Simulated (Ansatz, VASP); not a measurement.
## LiRh in two plane-wave programs

Aim: how closely do two programs agree when they are given the same cell, functional and k mesh?

Method: plane waves, with VASP 6.6.1 beside it; single point at LDA, in Ansatz 0.2.0.

## 1. Set-up

It takes space group P1 (No. 1, triclinic). The conventional cell has a = 2.652 Å, b = 2.652 Å, c = 4.327 Å, α = 90.00°, β = 90.00°, γ = 120.00°. Li has 6 Rh at 2.59 to 2.70 Å and 6 Li at 2.65 Å nearest. Nearest to Rh lie 6 Li at 2.59 to 2.70 Å and 6 Rh at 2.65 Å. Farther neighbours are not listed.

## 2. VASP: single point, LDA

A single point gives forces, pressure and levels at one fixed geometry, so differences don't come from the geometry; what else differs is listed under the comparison.

Lines of VASP's logs that name or quote its potential files are left out, and so is its time.

Input file INCAR:

```
SYSTEM = LiRh
PREC = Accurate
ENCUT = 650
EDIFF = 1E-06
NELM = 100
ISMEAR = -1
SIGMA = 0.05
LREAL = .FALSE.
ALGO = Normal
GGA = CA
NBANDS = 15
LORBIT = 11
LWAVE = .FALSE.
LCHARG = .FALSE.
KPAR = 2
ISIF = 2
```

Input file POSCAR:

```
LiRh
1.0
    2.6523004602      0.0000000000      0.0000000000
   -1.3261502301      2.2969595770      0.0000000000
    0.0000000000      0.0000000000      4.3266044100
Li Rh
1 1
Direct
    0.0253420000      0.0124650000      0.4993830000
    0.6670610000      0.3275720000     -0.0083180000
```

Input file KPOINTS:

```
Automatic mesh
0
Gamma
10 10 5
0 0 0
```

The projector-augmented-wave data sets are Li_sv and Rh_pv (PBE family, release 64).

Run with:

```bash
> mpirun -np 2 vasp_std
```

Numbers of over 12 decimals in the logs are rounded to 6 here.

The program printed:

```text
[banner, memory and clock lines left out]
running    2 mpi-ranks, on    1 nodes
 distrk:  each k-point on    1 cores,    2 groups
 distr:  one band on    1 cores,    1 groups

 POSCAR found type information on POSCAR LiRh
 POSCAR found :  2 types and       2 ions
|                                                                             |
|               ----> ADVICE to this user running VASP <----                  |
|                                                                             |
|     You enforced a specific xc type in the INCAR file but a different       |
|     [... a line on the potential file left out ...]
|     I HOPE YOU KNOW WHAT YOU ARE DOING!                                     |
|                                                                             |

 LDA part: xc-table for (Slater(with rela. corr.)+CA(PZ))
 , standard interpolation
 POSCAR, INCAR and KPOINTS ok, starting setup
 FFT: planning ... GRIDC
 FFT: planning ... GRID_SOFT
 FFT: planning ... GRID
 WAVECAR not read
 entering main loop
       N       E                     dE             d eps       ncg     rms          rms(c)
DAV:   1     0.156906147959E+03    0.15691E+03   -0.12360E+04  7560   0.156E+03
DAV:   2    -0.689610983897E+01   -0.16380E+03   -0.15838E+03  8190   0.393E+02
DAV:   3    -0.119073575082E+02   -0.50112E+01   -0.49037E+01 13371   0.591E+01
DAV:   4    -0.120690675729E+02   -0.16171E+00   -0.16167E+00  8094   0.884E+00
DAV:   5    -0.120721719776E+02   -0.31044E-02   -0.31043E-02 10365   0.104E+00    0.101E+01
DAV:   6    -0.113119696695E+02    0.76020E+00   -0.53267E+00  9240   0.324E+01    0.323E+00
DAV:   7    -0.110651101733E+02    0.24686E+00   -0.64007E-01  9044   0.864E+00    0.125E+00
DAV:   8    -0.110518874705E+02    0.13223E-01   -0.15049E-02 10858   0.106E+00    0.460E-01
DAV:   9    -0.110504033509E+02    0.14841E-02   -0.44205E-03 10622   0.567E-01    0.743E-02
DAV:  10    -0.110504103871E+02   -0.70362E-05   -0.20638E-04  9472   0.156E-01    0.345E-02
DAV:  11    -0.110504200278E+02   -0.96407E-05   -0.38715E-05  9156   0.520E-02    0.656E-03
DAV:  12    -0.110504194243E+02    0.60346E-06   -0.17010E-06  8458   0.132E-02
   1 F= -.11050419E+02 E0= -.11037023E+02  d E =-.267932E-01
```

Parts of OUTCAR (step 2):

```text
ion  position               nearest neighbor table
   1  0.025  0.012  0.499-   2 2.59   2 2.63   2 2.65   2 2.65   2 2.69   2 2.70
   2  0.667  0.328  0.992-   1 2.59   1 2.63   1 2.65   1 2.65   1 2.69   1 2.70

  LATTYP: Found a hexagonal cell.
 ALAT       =     2.6523004602
 C/A-ratio  =     1.6312648114

 Subroutine GETGRP returns: Found  1 space group operations
 (whereof  1 operations were pure point group operations)

The static configuration has the point symmetry C_1 .

 Found    252 irreducible k-points:

   k-points           NKPTS =    252   k-points in BZ     NKDIM =    252   number of bands    NBANDS=     15

   dimension x,y,z NGX =    24 NGY =   24 NGZ =   36
   dimension x,y,z NGXF=    48 NGYF=   48 NGZF=   72

   ENCUT  =  650.0 eV  47.77 Ry    6.91 a.u.   5.51  5.51  8.99*2*pi/ulx,y,z

   NELECT =      18.0000    total number of electrons

 k-points in reciprocal lattice and weights: Automatic mesh
   0.00000000  0.00000000  0.00000000       0.002
   0.10000000  0.00000000  0.00000000       0.004
   0.00000000  0.10000000  0.00000000       0.004
  -0.10000000  0.10000000  0.00000000       0.004
   0.20000000  0.00000000  0.00000000       0.004
   0.00000000  0.20000000  0.00000000       0.004
  -0.20000000  0.20000000  0.00000000       0.004
   0.30000000  0.00000000  0.00000000       0.004
   0.00000000  0.30000000  0.00000000       0.004
[...]
0.30000000  0.40000000  0.40000000       0.004
  -0.40000000 -0.30000000  0.40000000       0.004

 average (electrostatic) potential at core
       1 -56.8702       2 -75.1506

 E-fermi :   6.3663

 k-point     1 :       0.0000    0.0000    0.0000
  band No.  band energies     occupation
    ...
      4     -37.7244      2.00000
      5       0.3915      2.00000
      6       2.7841      2.00000
      7       4.2487      2.00000
      8       4.2526      2.00000
      9       6.6417      0.00807
     10       6.6508      0.00674
     11       7.1099      0.00000
     12      14.0599      0.00000
     13      23.8441      0.00000
    ...

 k-point     2 :       0.1000    0.0000    0.0000
  band No.  band energies     occupation
    ...
      5       0.7514      2.00000
      6       2.9189      2.00000
      7       4.0559      2.00000
      8       4.5250      2.00000
      9       5.5017      2.00000
     10       6.5788      0.02814
     11       8.4172      0.00000
     12      14.0406      0.00000
     13      22.5193      0.00000
     14      23.2761      0.00000
    ...

 k-point     3 :       0.0000    0.1000    0.0000
  band No.  band energies     occupation
    ...
      5       0.7507      2.00000
      6       2.9213      2.00000
      7       4.0536      2.00000
      8       4.5281      2.00000
      9       5.5168      2.00000
     10       6.5719      0.03219
     11       8.4045      0.00000
     12      14.0264      0.00000
     13      22.6581      0.00000
     14      23.1933      0.00000
    ...

  Total       -1.1699264     -1.2400451     -0.5909219      0.0339197      0.0060029      0.0066444
  in kB      -71.1124876    -75.3745630    -35.9184349      2.0617637      0.3648769      0.4038732
  external PRESSURE =     -60.8018285 kB  Pullay stress =       0.0000000 kB

  energy-cutoff  :      650.00
  volume of cell :       26.36
      direct lattice vectors                 reciprocal lattice vectors
     2.652300460  0.000000000  0.000000000     0.377031190  0.217679059  0.000000000
    -1.326150230  2.296959577  0.000000000     0.000000000  0.435358119  0.000000000
     0.000000000  0.000000000  4.326604410     0.000000000  0.000000000  0.231128133

 POSITION                                       TOTAL-FORCE (eV/Angst)
 -----------------------------------------------------------------------------------
      0.05068      0.02863      2.16063        -0.033338     -0.029764     -0.133166
      1.33484      0.75242      4.29062         0.033338      0.029764      0.133166
 -----------------------------------------------------------------------------------
    total drift:                                0.000018      0.000127     -0.000195

  FREE ENERGIE OF THE ION-ELECTRON SYSTEM (eV)
  ---------------------------------------------------
  free  energy   TOTEN  =       -11.0504194243 eV

  energy  without entropy=      -11.0236262204  energy(sigma->0) =      -11.03702282

 total charge
# of ion       s       p       d       tot
------------------------------------------
    1        2.041   0.101   0.000   2.142
    2        0.429   6.214   7.159  13.802
--------------------------------------------------
tot          2.470   6.315   7.159  15.944

[... 3 further parts left out ...]
```

The run ends at a pressure of -6.08 GPa, with forces up to 0.14 eV/Å.

## 3. Ansatz: single point, LDA

Ansatz runs on its default PAW (the set named soft_2) files.

The same cell, functional (in two slightly different forms), mesh and smearing now go to Ansatz, which takes its cutoff from its data sets.

Input file input.yaml:

```yaml
crystal:
  lattice:
    - [2.6523004602, 0.0, 0.0]
    - [-1.3261502301, 2.296959577, 0.0]
    - [0.0, 0.0, 4.32660441]
  atoms:
    - { symbol: Li, position: [0.025342, 0.012465, 0.499383] }
    - { symbol: Rh, position: [0.667061, 0.327572, -0.008318] }
hamiltonian:
  xc: lda
  pseudopotentials: { kind: paw }
kpoints:
  mp_grid: { grid: [10, 10, 5] }
scf:
  occupations: { method: fermi_dirac, width: 0.05 }
  n_extra_bands: 4
output:
  forces: true
  stress: true
  eigenvalues: true
```

Run with:

```bash
> ansatz run input.yaml --threads 2 --pin off --max-ram 4608MiB --backend cpu --events-out ev --progress --plain --runs-dir out
```

The program printed:

```text
scf.n_extra_bands = 4 over 10 filled bands (N_el = 20.0): the run solves 14 bands
Engine: ansatz 0.2.0, aarch64-unknown-linux-gnu
Pseudopotentials: kind: paw
Pseudopotential: Li, paw, valence charge 3, recommended cutoff 420 eV (normal), Li.paw.azcp
Pseudopotential: Rh, paw, valence charge 17, recommended cutoff 420 eV (normal), Rh.paw.azcp
Functional definition: SPW92
  exchange = slater_x
  correlation = pw_c
Crystal: 2 atoms, lattice volume = 26.359 Å³
Basis set: ecut = 420 eV, 537 PW (Γ)
Bands: 14, of which v1, the nominal top of the filled ones, is band 10 counted from 1 (9 counted from 0)
Symmetry: 1 space group operations
Space group: P1 (ITA 1), of the structure as read, at distance tolerance 3.0e-5 Å
k-points: 252 of 500 (time reversal used)
Non-local potential: Li, projectors of the file, l = 0: 3, l = 1: 2, l = 2: 1
Non-local potential: Rh, projectors of the file, l = 0: 3, l = 1: 2, l = 2: 2, l = 3: 1
PAW form: soft (Blöchl's): semilocal exchange-correlation on the pseudo side does not see the compensation charge
PAW frozen core: Rh, regenerated for the run's functional, and the local potential with it (the file was generated under x = pbe(κ = 0.804, μ = 0.219515), c = pbe(β = 0.066725))
PAW one-centre angular grid: Li, 110 points (default); XC on 64 Gauss nodes
PAW one-centre angular grid: Rh, 590 points (default); XC on 64 Gauss nodes
Initial density: superposition of atomic densities (neutral atoms: chi_scale 0, normalization atom), corrected by the library's trained network
Initial wavefunctions: pseudopotential atomic-orbital guess
Functional: x = slater, c = lda
SCF iter   1: F=—  HF=-6480.571650 eV  |F-HF|=—  |Δ(HF+E_count)|=         —  Δρ=1.15e-2  dr2=1.55e-2  ethr=1.77e-3  ⟨swp⟩=5.4  Hψ=17249  notcnv=0
preconditioner: auto → none  [metal: Δε(μ)=0.002 eV  Ē_g=8.633 eV  σ=0.050 eV  W_gap=0.01  n_scr=2 (ndim 8)  ℏωp=22.9 eV  f_vac=0.000  D(μ)=3.55/eV (n_scr^D=42)  sad-step TF]
SCF iter   2: F=—  HF=-6480.566590 eV  |F-HF|=—  |Δ(HF+E_count)|=   5.06e-3  Δρ=6.26e-3  dr2=8.86e-3  ethr=7.75e-5  ⟨swp⟩=2.0  Hψ=7594  notcnv=0  defer=9
SCF iter   3: F=—  HF=-6480.563960 eV  |F-HF|=—  |Δ(HF+E_count)|=   2.63e-3  Δρ=9.58e-4  dr2=3.03e-4  ethr=4.43e-5  ⟨swp⟩=2.0  Hψ=5880  notcnv=0  defer=9
SCF iter   4: F=—  HF=-6480.563891 eV  |F-HF|=—  |Δ(HF+E_count)|=   6.87e-5  Δρ=7.67e-4  dr2=7.19e-5  ethr=1.51e-6  ⟨swp⟩=2.8  Hψ=6256  notcnv=0  defer=9
SCF iter   5: F=—  HF=-6480.563875 eV  |F-HF|=—  |Δ(HF+E_count)|=   1.57e-5  Δρ=8.72e-5  dr2=1.07e-6  ethr=3.59e-7  ⟨swp⟩=2.3  Hψ=5878  notcnv=0  defer=9
SCF iter   6: F=—  HF=-6480.563875 eV  |F-HF|=—  |Δ(HF+E_count)|=   7.23e-8  Δρ=2.65e-5  dr2=4.41e-7  ethr=5.00e-10  ⟨swp⟩=5.3  Hψ=16262  notcnv=0
SCF iter   7: F=-6480.563875 eV  HF=-6480.563875 eV  |F-HF|=3.31e-9  |Δ(HF+E_count)|=   9.70e-8  Δρ=9.82e-6  dr2=1.34e-8  ethr=5.00e-10  ⟨swp⟩=3.0  Hψ=13054  notcnv=0
SCF 1 converged in 7 iterations: F = -6480.563875 eV  dr2 = 1.34e-8
  greatest PAW one-centre occupation: 1.000 electrons in one spin orbital (limit 2), on the Li atom at site 0 (counted from 0), in its partial waves of l = 0
SCF converged after 7 iterations
Free energy (F): -6480.563875 eV
Harris-Foulkes:  -6480.563875 eV  (|F-HF|=3.31e-9)
Internal energy: -6480.537014 eV  (E = F + TS)
E sigma→0 (E₀):  -6480.550445 eV
Entropy (-TS):   -0.026861 eV (-13.430 meV/atom)
Fermi energy:    12.127216 eV
--- Per-component energies (eV) ---
  E_band       = -298.965727
  E_kinetic    = 596.239659
  E_local      = -2559.015083  (includes V_loc(G=0)·N_el)
  E_nonlocal   = 329.124969
  E_hartree    = 956.524816
  E_xc         = -230.963755
  E_vxc        = -291.649668  (∫ρ·V_xc dr)
  E_paw        = -3483.107790  (= ΣΔE_a)
  E_vpaw       = -286.715454  (= ΣTr[D̂ρ^β])
  E_aug_tail   = 0.000807  (compensation charges beyond the density's cutoff)
  E_ewald      = -2089.963120
  E_core_change = 0.622482  (= ΣΔE_core)
  E_smearing   = -0.026861  (= −TS)
  E_closure    = 0.000000  (closes the sum)
  Σ components = -6480.563875   (vs F -6480.563875, Δ=0.00e0)
--- Forces (eV/Å), atoms counted from 1 ---
  atom   1  Li    -0.03307826    -0.02949327    -0.13081520
  atom   2  Rh     0.03307841     0.02949331     0.13053679
  max |Σ_I F_I| component: 2.78e-4 eV/Å
--- Stress (GPa, compression-positive) ---
       -7.395223       0.203734       0.039593
        0.203734      -7.816713       0.035571
        0.039593       0.035571      -3.751913
  P = ⅓ Tr σ = -6.3213 GPa (-63.213 kbar)
--- Band table (eV; the first three rows and the last of 252) ---
  k-point 0: bands = [... 6 lower, 8.5443, 10.0143, 10.0181, 12.3993, 12.4083, 12.8692, 19.7967, 29.4713]
  k-point 1: bands = [... 6 lower, 8.7327, 10.0172, 10.0208, 12.0664, 12.3880, 12.3972, 21.0086, 29.3274]
  k-point 2: bands = [... 6 lower, 9.3629, 10.0219, 10.0252, 10.6464, 12.3680, 12.3789, 23.5012, 27.7093]
  k-point 251: bands = [... 6 lower, 8.4083, 11.2388, 11.6168, 13.6597, 13.9035, 14.7951, 20.3603, 20.8417]
```

It took 4.8 s on 2 threads of Arm Neoverse V2, shared host; peak memory 0.38 GiB.

Reading the cycles: dr2 is the Hartree energy of the density residual (eV), the measure of convergence; HF is the Harris–Foulkes estimate of the energy, which meets the free energy F at convergence.

The run ends at a pressure of -6.32 GPa, with forces up to 0.14 eV/Å.

## 4. Differences

Known differences besides the potentials themselves: the two LDA forms differ slightly; the data sets hold 20 valence electrons in Ansatz (default PAW (the set named soft_2) files) and 18 in VASP; the cutoff is 420 eV in Ansatz and 650 eV in VASP; Ansatz makes its cores anew for this functional, VASP keeps those of its PBE data sets; VASP's log shows a relativistic correction to its local exchange, Ansatz's none. Total energies have different zeros and are not compared.

Both answers:

| quantity | Ansatz | VASP | difference |
| --- | --- | --- | --- |
| pressure (GPa) | -6.32 | -6.08 | -0.24 |

Forces (eV/Å; atoms numbered as in POSCAR):

| atom | Ansatz x, y, z | VASP x, y, z |
| --- | --- | --- |
| Li1 | -0.033, -0.029, -0.131 | -0.033, -0.030, -0.133 |
| Rh2 | 0.033, 0.029, 0.131 | 0.033, 0.030, 0.133 |

The forces differ by 1.4 meV/Å r.m.s., which is 1.8 % of the r.m.s. force of 0.08 eV/Å (both taken over all components).

## 5. What came out

```json
{
 "r.m.s. force difference (single point, LDA)": "1.4 meV/Å"
}
```

The r.m.s. force difference is 1.4 meV/Å (single point, LDA), within the 12 meV/Å picked in this series as the mark of a large difference. Such differences can come from data sets, numerical settings and the points named under the comparisons, not from the functional's error against experiment.

[Lines on the potential files, build, host, timing and source positions are cut from VASP's logs without a mark.]

[Logs are printed without paths, hosts, clocks, repeated set-up lines and the standing remarks that a program may print on its own settings, such as how far it seeks lower states.]

[Hosts, paths, dates, database ids (printed as entryN), source tags and the programs' standing remarks are cut or masked in the printed files.]
